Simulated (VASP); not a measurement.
Set up this calculation in VASP 6.6.1, as the native input.

```
Task                   : single point
Functional             : r2SCAN
Potentials or basis    : VASP PAW PBE potentials, release 64 (Ti_sv, B)
Cutoff                 : 520 eV
k mesh                 : 15 × 15 × 14
Occupations            : gaussian, width 0.1 eV
Spin                   : no spin polarisation
Dipole correction      : no
Further INCAR settings : ALGO = Normal; EDIFF = 1e-06; NBANDS = 16
```

TiB2:

```
Ti B
1.0
     3.02487    0.00000    0.00000
    -1.51244    2.61961    0.00000
     0.00000    0.00000    3.22207
Ti B
1 2
Direct
  0.00000 0.00000 0.00000
  0.33333 0.66667 0.50000
  0.66667 0.33333 0.50000
```

These files were run (other wordings do the same):

POSCAR

```
TiB2
1.0
    3.0248702133      0.0000000000      0.0000000000
   -1.5124351066      2.6196144479      0.0000000000
    0.0000000000      0.0000000000      3.2220676076
Ti B
1 2
Direct
    0.0000000000      0.0000000000      0.0000000000
    0.3333333333      0.6666666667      0.5000000000
    0.6666666667      0.3333333333      0.5000000000
```

INCAR.step1

```
PREC = Accurate ; ENCUT = 520
ISMEAR = 0 ; SIGMA = 0.1
LREAL = False ; LASPH = True
NELM = 100 ; NBANDS = 16
GGA = PE ; ALGO = Normal
EDIFF = 1E-4 ; LWAVE = True
LCHARG = False
```

INCAR.step2

```
PREC = Accurate ; ENCUT = 520
EDIFF = 1E-6 ; ISMEAR = 0
SIGMA = 0.1 ; LREAL = False
LASPH = True ; NELM = 100
ALGO = Normal ; ISIF = 2
LWAVE = False ; LCHARG = False
METAGGA = R2SCAN ; LMIXTAU = True
NBANDS = 16 ; ISTART = 1
```

KPOINTS

```
Automatic mesh
0
Gamma
  15 15 14
```

Potentials or basis: VASP PAW PBE potentials, release 64 (Ti_sv, B).

Run with:

```bash
$ cat potpaw_PBE.64/Ti_sv/POTCAR potpaw_PBE.64/B/POTCAR > POTCAR
$ cp INCAR.step1 INCAR
$ mpirun -np 1 vasp_std > vasp.out
$ cp INCAR.step2 INCAR
$ mpirun -np 1 vasp_std > vasp.out
```

It gave:

| Item | Value |
| --- | --- |
| Pressure | 0.8 GPa |
| Band gap on the k mesh | none (metal or under the smearing width) |

Caveat: the PAW data sets were made with another functional, which shifts forces and pressure a little.

Wall time 96 s on 1 thread of Intel(R) Xeon(R) 6975P-C (Granite Rapids), on a shared host, peak memory 0.21 GiB.
